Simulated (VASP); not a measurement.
These are MS2 meta-GGA, VASP's PBE PAW potentials (set 64) (plane waves; VASP 6.6.1) values and carry that method's errors.

Input for VASP

**INCAR**
```
SIGMA=0.1
IBRION=2
LREAL=.False.   ! projection in real space or not
SYSTEM=Sb
NELM=100   ! most electronic steps
LMIXTAU=.True.
LWAVE=.False.
METAGGA=MS2
ALGO=Normal
EDIFF=1E-6   ! SCF stop (eV)
LMAXMIX=4   ! l cut-off of mixed one-centre charges
PREC=Accurate
ISIF=3   ! ions, shape and volume
ISMEAR=1
EDIFFG=-0.01
ENCUT=520   ! plane-wave cut-off (eV)
NSW=60   ! most ionic steps
LCHARG=.False.
LASPH=.True.   ! aspherical one-centre terms
```

**KPOINTS**
```
kpoints
0
Gamma
 9 9 9
```

POSCAR:
```
Sb
1
    3.9573420000    -2.1550000000     0.0000000000
    3.9573420000     2.1550000000     0.0000000000
    2.7838200000     0.0000000000     3.5432930000
Sb
2
Direct
  0.2335000000   0.2335000000   0.2335000000
  0.7665000000   0.7665000000   0.7665000000
```

POTCAR, in this order: Sb (PBE.64 set). Program: vasp_std.

Energy and stress use the plane-wave basis of the starting cell. Unless said otherwise, spin-orbit coupling is left out, though it shifts the bands of the heavy elements here.

### Question
What does the run give for the energy per atom (σ→0), volume per atom, band gap (on the k-mesh)?

### Answer

The energy per atom (σ→0) comes out as -0.275 eV/atom and the band gap (on the k-mesh) comes out as none (metal, semimetal or under 0.01 eV). The volume per atom is 29.36 Å³/atom.

File OSZICAR:
```
...
DAV:   1    -0.549888689543E+00   -0.78302E-04   -0.64208E-03  1594   0.454E-01    0.329E-02
DAV:   2    -0.549869022763E+00    0.19667E-04   -0.17563E-04  1574   0.106E-01    0.217E-02
DAV:   3    -0.549852133278E+00    0.16889E-04   -0.62952E-05  1729   0.540E-02    0.373E-03
DAV:   4    -0.549850822280E+00    0.13110E-05   -0.48596E-06  1570   0.254E-02    0.373E-03
DAV:   5    -0.549852444996E+00   -0.16227E-05   -0.24563E-06  1475   0.165E-02    0.172E-03
DAV:   6    -0.549851120417E+00    0.13246E-05   -0.14594E-06   839   0.128E-02    0.837E-04
DAV:   7    -0.549850988977E+00    0.13144E-06   -0.17633E-07   769   0.344E-03
   8 F= -.54985099E+00 E0= -.54978405E+00  d E =-.123547E-03
```

The compound is Sb in the a7 structure. This run relaxes it. Symmetry was kept, so distortions that lower it aren't found.
